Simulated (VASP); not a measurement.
All values below come from revTPSS meta-GGA, VASP's PBE PAW potentials (set 64) (plane waves; VASP).

The input files of a VASP run:

### INCAR
```
SYSTEM  =  LiF
PREC  =  Accurate; ENCUT  =  520; LREAL  =  F
LASPH  =  T
EDIFF  =  1E-7; NELM  =  100; ALGO  =  Normal
LMIXTAU  =  T
ISMEAR  =  0; SIGMA  =  0.05
METAGGA  =  RTPSS
ISIF  =  2
LWAVE  =  F; LCHARG  =  F
```

### KPOINTS
```
Automatic mesh
0
Gamma
11 11 11
0 0 0
```

File POSCAR:
```
LiF
1
    0.0000000000     1.9934160675     1.9934160675
    1.9934160675     0.0000000000     1.9934160675
    1.9934160675     1.9934160675     0.0000000000
Li F
1 1
Direct
  0.0000000000   0.0000000000   0.0000000000
  0.5000000000   0.5000000000   0.5000000000
```

POTCAR, in this order: Li_sv F (PBE.64 set). Program: vasp_std.

The run wrote:

**OUTCAR**
```
 ion  position               nearest neighbor table
   1  0.000  0.000  0.000-   2 1.99   2 1.99   2 1.99   2 1.99   2 1.99   2 1.99
   2  0.500  0.500  0.500-   1 1.99   1 1.99   1 1.99   1 1.99   1 1.99   1 1.99
  LATTYP: Found a face centered cubic cell.
 ALAT       =     3.9868321350
 Subroutine PRICEL returns:
 Original cell was already a primitive cell.
 Subroutine GETGRP returns: Found 48 space group operations
The static configuration has the point symmetry O_h .
The dynamic configuration has the point symmetry O_h .
 Subroutine INISYM returns: Found 48 space group operations
 Subroutine IBZKPT returns following result:
 Found     56 irreducible k-points:

 Following reciprocal coordinates:
            Coordinates               Weight
  0.000000  0.000000  0.000000      1.000000
  0.090909  0.000000  0.000000      8.000000
  0.181818  0.000000  0.000000      8.000000
  0.272727  0.000000  0.000000      8.000000
  0.363636  0.000000  0.000000      8.000000
  0.454545  0.000000  0.000000      8.000000
  0.090909  0.090909  0.000000      6.000000
  0.181818  0.090909  0.000000     24.000000
  0.272727  0.090909  0.000000     24.000000
  0.363636  0.090909  0.000000     24.000000
  0.454545  0.090909  0.000000     24.000000
 -0.454545  0.090909  0.000000     24.000000
 -0.363636  0.090909  0.000000     24.000000
 -0.272727  0.090909  0.000000     24.000000
 -0.181818  0.090909  0.000000     24.000000
 -0.090909  0.090909  0.000000     12.000000
  0.181818  0.181818  0.000000      6.000000
  0.272727  0.181818  0.000000     24.000000
  0.363636  0.181818  0.000000     24.000000
  0.454545  0.181818  0.000000     24.000000
 -0.454545  0.181818  0.000000     24.000000
 -0.363636  0.181818  0.000000     24.000000
 -0.272727  0.181818  0.000000     24.000000
 -0.181818  0.181818  0.000000     12.000000
...
```

File OSZICAR:
```
       N       E                     dE             d eps       ncg     rms          rms(c)
DAV:   1     0.427580928398E+03    0.42758E+03   -0.30292E+07  1008   0.546E+07
DAV:   2    -0.155283416647E+04   -0.19804E+04   -0.19688E+04  1984   0.129E+04
DAV:   3     0.321420709970E+02    0.15850E+04   -0.82664E+03  1829   0.683E+03
DAV:   4    -0.347385208270E+03   -0.37953E+03   -0.40928E+03  1660   0.134E+03
DAV:   5    -0.359270247522E+04   -0.32453E+04   -0.36898E+04  1791   0.135E+03    0.113E+01
DAV:   6    -0.136843493984E+02    0.35790E+04   -0.92748E+02  1186   0.236E+02    0.131E+01
DAV:   7    -0.128388161611E+02    0.84553E+00   -0.94009E+00  1183   0.398E+01    0.871E+00
DAV:   8    -0.116191662586E+02    0.12196E+01   -0.69864E+00  1459   0.227E+01    0.147E+00
DAV:   9    -0.128917764336E+02   -0.12726E+01   -0.16474E+00  1082   0.116E+01    0.204E+00
DAV:  10    -0.129522931206E+02   -0.60517E-01   -0.10082E+01  1010   0.236E+01    0.811E+00
DAV:  11    -0.119119496029E+02    0.10403E+01   -0.59777E+00  1476   0.201E+01    0.145E+00
DAV:  12    -0.119924243653E+02   -0.80475E-01   -0.83476E-01  1108   0.728E+00    0.114E+00
DAV:  13    -0.119553707154E+02    0.37054E-01   -0.17658E-02  1090   0.175E+00    0.107E+00
DAV:  14    -0.119565870202E+02   -0.12163E-02   -0.65196E-04  1320   0.270E-01    0.108E+00
DAV:  15    -0.119700490038E+02   -0.13462E-01   -0.17712E-02  1026   0.189E+00    0.988E-01
DAV:  16    -0.119613635998E+02    0.86854E-02   -0.23089E-02  1241   0.144E+00    0.500E-01
DAV:  17    -0.119692113496E+02   -0.78477E-02   -0.44942E-03  1010   0.982E-01    0.378E-01
DAV:  18    -0.119692911099E+02   -0.79760E-04   -0.19412E-04  1037   0.190E-01    0.349E-01
DAV:  19    -0.119666476244E+02    0.26435E-02   -0.22020E-03  1013   0.471E-01    0.242E-01
DAV:  20    -0.119727047555E+02   -0.60571E-02   -0.15423E-03  1116   0.576E-01    0.255E-01
DAV:  21    -0.119755961962E+02   -0.28914E-02   -0.60610E-04  1373   0.333E-01    0.224E-01
DAV:  22    -0.119795468759E+02   -0.39507E-02   -0.14359E-03  1177   0.609E-01    0.158E-01
DAV:  23    -0.119838963629E+02   -0.43495E-02   -0.37033E-03  1135   0.951E-01    0.115E-01
DAV:  24    -0.119840966721E+02   -0.20031E-03   -0.17762E-04  1031   0.210E-01    0.747E-02
DAV:  25    -0.119850022948E+02   -0.90562E-03   -0.12740E-03  1047   0.627E-01    0.223E-02
DAV:  26    -0.119849963474E+02    0.59474E-05   -0.68381E-05  1129   0.148E-01    0.623E-03
DAV:  27    -0.119849970781E+02   -0.73069E-06   -0.27259E-05  1014   0.631E-02    0.439E-03
DAV:  28    -0.119849959313E+02    0.11468E-05   -0.15737E-06  1052   0.177E-02    0.332E-03
DAV:  29    -0.119849971972E+02   -0.12658E-05   -0.29139E-06  1064   0.299E-02    0.185E-03
DAV:  30    -0.119849975047E+02   -0.30751E-06   -0.17548E-07  1045   0.614E-03    0.705E-04
DAV:  31    -0.119849972070E+02    0.29771E-06   -0.60987E-08  1097   0.400E-03    0.102E-04
DAV:  32    -0.119849973167E+02   -0.10973E-06   -0.43949E-09   575   0.110E-03    0.140E-04
DAV:  33    -0.119849972419E+02    0.74826E-07   -0.40304E-09   558   0.125E-03
   1 F= -.11984997E+02 E0= -.11984997E+02  d E =-.446489E-12
```

**OUTCAR**
```
------------------------ aborting loop because EDIFF is reached ----------------------------------------
  FORCE on cell =-STRESS in cart. coord.  units (eV):
  Direction    XX          YY          ZZ          XY          YZ          ZX
  --------------------------------------------------------------------------------------
  Total       -0.0029736     -0.0029736     -0.0029736      0.0000000      0.0000000      0.0000000
  in kB       -0.3007260     -0.3007260     -0.3007260      0.0000000      0.0000000      0.0000000
  external PRESSURE =      -0.3007260 kB  Pullay stress =       0.0000000 kB
  volume of cell :       15.84
      direct lattice vectors                 reciprocal lattice vectors
     0.000000000  1.993416068  1.993416068    -0.250825710  0.250825710  0.250825710
     1.993416068  0.000000000  1.993416068     0.250825710 -0.250825710  0.250825710
     1.993416068  1.993416068  0.000000000     0.250825710  0.250825710 -0.250825710
  FREE ENERGIE OF THE ION-ELECTRON SYSTEM (eV)
  ---------------------------------------------------
  free  energy   TOTEN  =       -11.9849972419 eV

  energy  without entropy=      -11.9849972419  energy(sigma->0) =      -11.98499724
```
(Selected blocks of OUTCAR.)

The compound is LiF in the rock salt structure. It was relaxed first.
